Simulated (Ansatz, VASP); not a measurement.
# Si6Cl10O7 (Si6Cl10O7 (P2_1/m)) in two plane-wave programs

Wanted: the spread between two codes on one cell, functional and k mesh. Of the first pair: The structure shown is the start of the Ansatz relaxation below; VASP solves that cell, so the two are compared at the walk's first step.

Calculated with Ansatz 0.2.0; plane waves, with VASP 6.6.1 beside it; single point at PBEsol.

## (1) Set-up

The cell holds 46 atoms: 12 Si, 20 Cl and 14 O. Cell: a = 6.455 Å, b = 21.404 Å, c = 8.638 Å, α = 90.0°, β = 99.3°, γ = 90.0°.

## (2) Ansatz: relaxation, PBEsol

Ansatz runs on its default PAW (the set named soft_2) files.

The two programs are compared at the cell with which this relaxation starts, whose forces are those of its first step.

Input file input.yaml:

```yaml
crystal:
  lattice:
    - [6.454883, 0.0, 0.0]
    - [0.0, 21.4035, 0.0]
    - [-1.393668, 0.0, 8.525085]
  atoms:
    - { symbol: Si, position: [0.782645, 0.75, 0.381398] }
    - { symbol: Si, position: [0.217355, 0.25, 0.618602] }
    - { symbol: Si, position: [0.992595, 0.618887, 0.449259] }
    - { symbol: Si, position: [0.007405, 0.118887, 0.550741] }
    - { symbol: Si, position: [0.007405, 0.381113, 0.550741] }
    - { symbol: Si, position: [0.992595, 0.881113, 0.449259] }
    - { symbol: Si, position: [0.875356, 0.620892, 0.798177] }
    - { symbol: Si, position: [0.124644, 0.120892, 0.201823] }
    - { symbol: Si, position: [0.124644, 0.379108, 0.201823] }
    - { symbol: Si, position: [0.875356, 0.879108, 0.798177] }
    - { symbol: Si, position: [0.649915, 0.75, 0.721147] }
    - { symbol: Si, position: [0.350085, 0.25, 0.278853] }
    - { symbol: Cl, position: [0.558808, 0.75, 0.187757] }
    - { symbol: Cl, position: [0.441192, 0.25, 0.812243] }
    - { symbol: Cl, position: [0.301989, 0.604225, 0.444176] }
    - { symbol: Cl, position: [0.698011, 0.104225, 0.555824] }
    - { symbol: Cl, position: [0.698011, 0.395775, 0.555824] }
    - { symbol: Cl, position: [0.301989, 0.895775, 0.444176] }
    - { symbol: Cl, position: [0.820493, 0.553865, 0.313146] }
    - { symbol: Cl, position: [0.179507, 0.053865, 0.686854] }
    - { symbol: Cl, position: [0.179507, 0.446135, 0.686854] }
    - { symbol: Cl, position: [0.820493, 0.946135, 0.313146] }
    - { symbol: Cl, position: [0.673945, 0.551506, 0.832925] }
    - { symbol: Cl, position: [0.326055, 0.051506, 0.167075] }
    - { symbol: Cl, position: [0.326055, 0.448494, 0.167075] }
    - { symbol: Cl, position: [0.673945, 0.948494, 0.832925] }
    - { symbol: Cl, position: [0.131099, 0.617195, 0.968415] }
    - { symbol: Cl, position: [0.868901, 0.117195, 0.031585] }
    - { symbol: Cl, position: [0.868901, 0.382805, 0.031585] }
    - { symbol: Cl, position: [0.131099, 0.882805, 0.968415] }
    - { symbol: Cl, position: [0.341205, 0.75, 0.743112] }
    - { symbol: Cl, position: [0.658795, 0.25, 0.256888] }
    - { symbol: O, position: [0.66851, 0.75, 0.536103] }
    - { symbol: O, position: [0.33149, 0.25, 0.463897] }
    - { symbol: O, position: [0.930346, 0.688418, 0.381259] }
    - { symbol: O, position: [0.069654, 0.188418, 0.618741] }
    - { symbol: O, position: [0.069654, 0.311582, 0.618741] }
    - { symbol: O, position: [0.930346, 0.811582, 0.381259] }
    - { symbol: O, position: [0.947271, 0.612426, 0.627853] }
    - { symbol: O, position: [0.052729, 0.112426, 0.372147] }
    - { symbol: O, position: [0.052729, 0.387574, 0.372147] }
    - { symbol: O, position: [0.947271, 0.887574, 0.627853] }
    - { symbol: O, position: [0.761313, 0.688331, 0.807042] }
    - { symbol: O, position: [0.238687, 0.188331, 0.192958] }
    - { symbol: O, position: [0.238687, 0.311669, 0.192958] }
    - { symbol: O, position: [0.761313, 0.811669, 0.807042] }
basis:
  ecutwfc: 420
  xc_grid: 2
hamiltonian:
  xc: pbesol
kpoints:
  mp_grid: { grid: [4, 2, 3] }
scf:
  occupations: { method: fermi_dirac, width: 0.01 }
  max_iter: 150
output:
  forces: true
  stress: true
relax:
  f_tol: 0.01
  max_steps: 60
  cell: {}
checkpoint:
  write: "../pbesol.run"
  compress: false
  write_wavefunctions: false
  write_every: 100000
```

The run is started by

```
$ ansatz run input.yaml --threads 4 --pin off --max-ram 6594MiB --backend cpu --events-out ev --progress --plain --runs-dir out
```

Numbers of over 12 decimals in the logs are rounded to 6 here.

What it wrote:

```text
Engine: ansatz 0.2.0, x86_64-unknown-linux-gnu
Pseudopotentials: kind: paw
Pseudopotential: Si, paw, valence charge 4, recommended cutoff 420 eV (normal), Si.paw.azcp
Pseudopotential: Cl, paw, valence charge 7, recommended cutoff 420 eV (normal), Cl.paw.azcp
Pseudopotential: O, paw, valence charge 6, recommended cutoff 420 eV (normal), O.paw.azcp
Functional definition: PBEsol
  exchange = pbesol_x
  correlation = pbesol_c
Crystal: 46 atoms, lattice volume = 1177.801 Å³
Basis set: ecut = 420 eV, 23065 PW (Γ), exchange–correlation on 90×288×120 points (8 copies of the dense FFT grid, shifted against one another)
Bands: 182, of which v1, the nominal top of the filled ones, is band 136 counted from 1 (135 counted from 0)
Symmetry: 4 space group operations
Space group: P21/m (ITA 11), of the structure as read, at distance tolerance 1.1e-4 Å
k-points: 14 of 24
Non-local potential: Si, projectors of the file, l = 0: 2, l = 1: 2, l = 2: 2
Non-local potential: Cl, projectors of the file, l = 0: 2, l = 1: 2, l = 2: 2
Non-local potential: O, projectors of the file, l = 0: 2, l = 1: 2, l = 2: 1
PAW form: soft (Blöchl's): semilocal exchange-correlation on the pseudo side does not see the compensation charge
PAW frozen core: Si, regenerated for the run's functional, and the local potential with it (the file was generated under x = pbe(κ = 0.804, μ = 0.219515), c = pbe(β = 0.066725))
PAW frozen core: Cl, regenerated for the run's functional, and the local potential with it (the file was generated under x = pbe(κ = 0.804, μ = 0.219515), c = pbe(β = 0.066725))
PAW frozen core: O, regenerated for the run's functional, and the local potential with it (the file was generated under x = pbe(κ = 0.804, μ = 0.219515), c = pbe(β = 0.066725))
PAW one-centre angular grid: Si, 110 points (default); XC on 64 Gauss nodes
PAW one-centre angular grid: Cl, 110 points (default); XC on 64 Gauss nodes
PAW one-centre angular grid: O, 110 points (default); XC on 64 Gauss nodes
Initial density: superposition of atomic densities (neutral atoms: chi_scale 0, normalization atom), corrected by the library's trained network
Initial wavefunctions: pseudopotential atomic-orbital guess
Functional: x = pbesol(κ = 0.804, μ = 0.123457), c = pbesol(β = 0.046)
SCF iter   1: F=—  HF=-36580.092620 eV  |F-HF|=—  |Δ(HF+E_count)|=         —  Δρ=6.78e-3  dr2=4.62e-1  ethr=1.77e-3  ⟨swp⟩=7.1  Hψ=12790  notcnv=0  defer=267
preconditioner: auto → Resta (q_TF=auto, 2.137 Å⁻¹)  ε∞=2.7  [insulator: Δε(μ)=5.386 eV  Ē_g=13.691 eV  σ=0.010 eV  W_gap=1.00  n_scr=188 (ndim 8)  ℏωp=17.8 eV  f_vac=0.225  D(μ)=0.00/eV (n_scr^D=0)  ε∞_Penn≈2.7]
SCF iter   2: F=—  HF=-36579.976890 eV  |F-HF|=—  |Δ(HF+E_count)|=   1.16e-1  Δρ=1.82e-3  dr2=2.71e-2  ethr=1.70e-4  ⟨swp⟩=3.0  Hψ=5017  notcnv=0  defer=557
SCF iter   3: F=—  HF=-36579.974592 eV  |F-HF|=—  |Δ(HF+E_count)|=   2.30e-3  Δρ=6.10e-4  dr2=4.47e-3  ethr=9.97e-6  ⟨swp⟩=3.0  Hψ=4032  notcnv=0  defer=557
SCF iter   4: F=—  HF=-36579.976421 eV  |F-HF|=—  |Δ(HF+E_count)|=   1.83e-3  Δρ=2.20e-4  dr2=7.09e-4  ethr=1.64e-6  ⟨swp⟩=2.4  Hψ=3105  notcnv=0  defer=557
SCF iter   5: F=—  HF=-36579.976927 eV  |F-HF|=—  |Δ(HF+E_count)|=   5.06e-4  Δρ=7.51e-5  dr2=7.05e-5  ethr=2.61e-7  ⟨swp⟩=2.0  Hψ=3433  notcnv=0  defer=557
SCF iter   6: F=—  HF=-36579.977242 eV  |F-HF|=—  |Δ(HF+E_count)|=   3.14e-4  Δρ=3.24e-5  dr2=1.26e-5  ethr=2.59e-8  ⟨swp⟩=2.0  Hψ=3894  notcnv=0  defer=557
SCF iter   7: F=—  HF=-36579.977256 eV  |F-HF|=—  |Δ(HF+E_count)|=   1.42e-5  Δρ=6.34e-6  dr2=7.52e-7  ethr=4.63e-9  ⟨swp⟩=2.0  Hψ=3811  notcnv=0  defer=557
SCF iter   8: F=-36579.977258 eV  HF=-36579.977258 eV  |F-HF|=1.42e-7  |Δ(HF+E_count)|=   1.59e-6  Δρ=2.45e-6  dr2=8.66e-8  ethr=3.68e-11  ⟨swp⟩=5.0  Hψ=9099  notcnv=0
SCF 1 converged in 8 iterations: F = -36579.977258 eV  dr2 = 8.66e-8
  greatest PAW one-centre occupation: 0.908 electrons in one spin orbital (limit 2), on the Cl atom at site 29 (counted from 0), in its partial waves of l = 0
relax step   1: F+E_penalty+E_count = -36579.97725784 eV  Δ(F+E_penalty+E_count) = +0.000e0 eV  max|allowed force component| = 1.822e-1 eV/Å  Δτ_max = 0.0000 Å  P = -0.911 GPa  Ω = 1177.801 Å³  (8 SCF iters, dr2 threshold 1.00e-7 eV, accepted)
Crystal: 46 atoms, lattice volume = 1178.661 Å³
Basis set: ecut = 420 eV, 23085 PW (Γ), exchange–correlation on 90×288×120 points (8 copies of the dense FFT grid, shifted against one another)
Initial density: handed on by an earlier stage of this run
Initial wavefunctions: those handed on with the density
iter 1 solved again at ethr=8.06e-6 eV; its pass at ethr=3.10e-3 eV (dr2=2.19e-2 eV) is discarded
SCF iter   1: F=—  HF=-36580.022038 eV  |F-HF|=—  |Δ(HF+E_count)|=         —  Δρ=1.60e-3  dr2=2.57e-2  ethr=8.06e-6  ⟨swp⟩=9.5  Hψ=12248  notcnv=0  defer=16
[...]
SCF iter   6: F=-36580.046365 eV  HF=-36580.046365 eV  |F-HF|=4.22e-10  |Δ(HF+E_count)|=   2.14e-9  Δρ=1.71e-7  dr2=2.67e-10  ethr=1.00e-12  ⟨swp⟩=5.0  Hψ=9428  notcnv=0
SCF 16 converged in 6 iterations: F = -36580.046365 eV  dr2 = 2.67e-10
[...]
SCF converged after 6 iterations
Free energy (F): -36580.046365 eV
Harris-Foulkes:  -36580.046365 eV  (|F-HF|=4.22e-10)
Internal energy: -36580.046365 eV  (E = F + TS)
E sigma→0 (E₀):  -36580.046365 eV
Fermi energy:    1.785497 eV
--- Per-component energies (eV) ---
  E_band       = -1839.240993
  E_kinetic    = 6234.379902
  E_local      = -18956.270092  (includes V_loc(G=0)·N_el)
  E_nonlocal   = 1546.347842
  E_hartree    = 7063.153904
  E_xc         = -3794.784455
  E_vxc        = -4296.252823  (∫ρ·V_xc dr)
  E_paw        = -20971.708445  (= ΣΔE_a)
  E_vpaw       = -493.791435  (= ΣTr[D̂ρ^β])
  E_aug_tail   = 0.038093  (compensation charges beyond the density's cutoff)
  E_ewald      = -7703.644515
  E_core_change = 2.441401  (= ΣΔE_core)
  E_smearing   = -0.000000  (= −TS)
  E_closure    = 0.000000  (closes the sum)
  Σ components = -36580.046365   (vs F -36580.046365, Δ=0.00e0)
--- Forces (eV/Å), atoms counted from 1 ---
  atom   1  Si    -0.00245697    -0.00000000    -0.00257417
  atom   2  Si     0.00245697     0.00000000     0.00257417
  atom   3  Si    -0.00330578     0.00232954    -0.00175590
  atom   4  Si     0.00330578     0.00232954     0.00175590
  atom   5  Si     0.00330578    -0.00232954     0.00175590
  atom   6  Si    -0.00330578    -0.00232954    -0.00175590
  atom   7  Si     0.00210624    -0.00223392    -0.00033546
  atom   8  Si    -0.00210624    -0.00223392     0.00033546
  atom   9  Si    -0.00210624     0.00223392     0.00033546
  atom  10  Si     0.00210624     0.00223392    -0.00033546
  atom  11  Si     0.00815441    -0.00000000     0.00279756
  atom  12  Si    -0.00815441     0.00000000    -0.00279756
  atom  13  Cl     0.00096499    -0.00000000     0.00092211
  atom  14  Cl    -0.00096499     0.00000000    -0.00092211
  atom  15  Cl     0.00114020     0.00096878    -0.00011644
  atom  16  Cl    -0.00114020     0.00096878     0.00011644
  atom  17  Cl    -0.00114020    -0.00096878     0.00011644
  atom  18  Cl     0.00114020    -0.00096878    -0.00011644
  atom  19  Cl    -0.00138861    -0.00198322    -0.00293445
  atom  20  Cl     0.00138861    -0.00198322     0.00293445
  atom  21  Cl     0.00138861     0.00198322     0.00293445
  atom  22  Cl    -0.00138861     0.00198322    -0.00293445
  atom  23  Cl     0.00092983     0.00096218    -0.00021795
  atom  24  Cl    -0.00092983     0.00096218     0.00021795
[...]
atom  39  O      0.00300714    -0.00198671     0.00278134
  atom  40  O     -0.00300714    -0.00198671    -0.00278134
  atom  41  O     -0.00300714     0.00198671    -0.00278134
  atom  42  O      0.00300714     0.00198671     0.00278134
  atom  43  O     -0.00549706     0.00165877    -0.00245163
  atom  44  O      0.00549706     0.00165877     0.00245163
  atom  45  O      0.00549706    -0.00165877     0.00245163
  atom  46  O     -0.00549706    -0.00165877    -0.00245163
  max |Σ_I F_I| component: 1.30e-18 eV/Å
--- Stress (GPa, compression-positive) ---
        0.043859       0.000000       0.008079
        0.000000       0.029188      -0.000000
        0.008078      -0.000000       0.030161
  P = ⅓ Tr σ = 0.0344 GPa (0.344 kbar)
--- Relaxed structure (15 steps of the walk, 15 accepted, 1 SCFs on fresh bases) ---
  F+E_penalty+E_count = -36580.04636461 eV   max|allowed force component| = 8.154e-3 eV/Å   (the final SCF, on the basis selected at the relaxed cell)
  cell:  # Å, volume = 1196.2487 Å³
    - [6.482717, 0.0, 0.00840601]
    - [0.0, 21.527936, 0.0]
    - [-1.388576, 0.0, 8.569802]
  atoms:
    - { symbol: Si, position: [0.812449, 0.75, 0.397432] }
    - { symbol: Si, position: [0.187551, 0.250000, 0.602568] }
    - { symbol: Si, position: [1.014956, 0.619404, 0.457572] }
    - { symbol: Si, position: [-0.014956, 0.119404, 0.542428] }
    - { symbol: Si, position: [-0.014956, 0.380596, 0.542428] }
    - { symbol: Si, position: [1.014956, 0.880596, 0.457572] }
    - { symbol: Si, position: [0.905247, 0.620280, 0.803674] }
    - { symbol: Si, position: [0.094753, 0.120280, 0.196326] }
    - { symbol: Si, position: [0.094753, 0.379720, 0.196326] }
    - { symbol: Si, position: [0.905247, 0.879720, 0.803674] }
    - { symbol: Si, position: [0.694880, 0.75, 0.736785] }
    - { symbol: Si, position: [0.305120, 0.250000, 0.263215] }
    - { symbol: Cl, position: [0.590029, 0.75, 0.206318] }
    - { symbol: Cl, position: [0.409971, 0.250000, 0.793682] }
    - { symbol: Cl, position: [0.314865, 0.601229, 0.436162] }
    - { symbol: Cl, position: [0.685135, 0.101229, 0.563838] }
    - { symbol: Cl, position: [0.685135, 0.398771, 0.563838] }
    - { symbol: Cl, position: [0.314865, 0.898771, 0.436162] }
    - { symbol: Cl, position: [0.823833, 0.558077, 0.327562] }
    - { symbol: Cl, position: [0.176167, 0.058077, 0.672438] }
    - { symbol: Cl, position: [0.176167, 0.441923, 0.672438] }
    - { symbol: Cl, position: [0.823833, 0.941923, 0.327562] }
    - { symbol: Cl, position: [0.681274, 0.556370, 0.820434] }
    - { symbol: Cl, position: [0.318726, 0.056370, 0.179566] }
    - { symbol: Cl, position: [0.318726, 0.443630, 0.179566] }
    - { symbol: Cl, position: [0.681274, 0.943630, 0.820434] }
    - { symbol: Cl, position: [0.147942, 0.608208, 0.978016] }
    - { symbol: Cl, position: [0.852058, 0.108208, 0.021984] }
    - { symbol: Cl, position: [0.852058, 0.391792, 0.021984] }
    - { symbol: Cl, position: [0.147942, 0.891792, 0.978016] }
    - { symbol: Cl, position: [0.392708, 0.75, 0.770346] }
    - { symbol: Cl, position: [0.607292, 0.250000, 0.229654] }
    - { symbol: O, position: [0.699753, 0.75, 0.551143] }
    - { symbol: O, position: [0.300247, 0.250000, 0.448857] }
    - { symbol: O, position: [0.959733, 0.689357, 0.396399] }
    - { symbol: O, position: [0.040267, 0.189357, 0.603601] }
    - { symbol: O, position: [0.040267, 0.310643, 0.603601] }
    - { symbol: O, position: [0.959733, 0.810643, 0.396399] }
    - { symbol: O, position: [0.986968, 0.612782, 0.638267] }
    - { symbol: O, position: [0.013032, 0.112782, 0.361733] }
    - { symbol: O, position: [0.013032, 0.387218, 0.361733] }
    - { symbol: O, position: [0.986968, 0.887218, 0.638267] }
    - { symbol: O, position: [0.812071, 0.689426, 0.818616] }
    - { symbol: O, position: [0.187929, 0.189426, 0.181384] }
    - { symbol: O, position: [0.187929, 0.310574, 0.181384] }
    - { symbol: O, position: [0.812071, 0.810574, 0.818616] }
```

The column dr2 measures how far the density is from self-consistency, as an energy; F and HF (Harris–Foulkes) agree once it is small.

(Continued in part 2 of 2.)

[Lines on the potential files, build, host, timing and source positions are cut from VASP's logs without a mark.]

[Logs are printed without paths, hosts, clocks, repeated set-up lines and the standing remarks that a program may print on its own settings, such as how far it seeks lower states.]

[Hosts, paths, dates, database ids (printed as entryN), source tags and the programs' standing remarks are cut or masked in the printed files.]
